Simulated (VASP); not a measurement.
Given:

```yaml
crystal:
  lattice:
    - [3.35493, 0.00000, 0.00000]
    - [0.00000, 3.35493, 0.00000]
    - [0.00000, 0.00000, 3.35493]
  atoms:
    - { symbol: Pd, position: [0.00000, 0.00000, 0.00000] }
    - { symbol: Sb, position: [0.50000, 0.50000, 0.50000] }
```

Level of theory: PBEsol GGA, VASP's PBE PAW potentials (set 64) (plane waves; VASP). Run with 400 eV cut-off, Gaussian smearing of 0.050 eV, potentials Pd Sb.

Unless said otherwise, spin-orbit coupling is left out, though it shifts the bands of the heavy elements here.

What does the run give for the band gap (along the path) with the smallest direct gap where there is one?

band gap (along the path): none (metal, semimetal or under 0.01 eV)

Only differences to runs with the same potentials and settings are physical.

The structure was generated: PdSb was put into the CsCl type type (Pm-3m), which need not be its known phase. It was relaxed first, which changed the volume by -20 %. The electron count is odd and the run is not spin-polarised, which forces a metal.
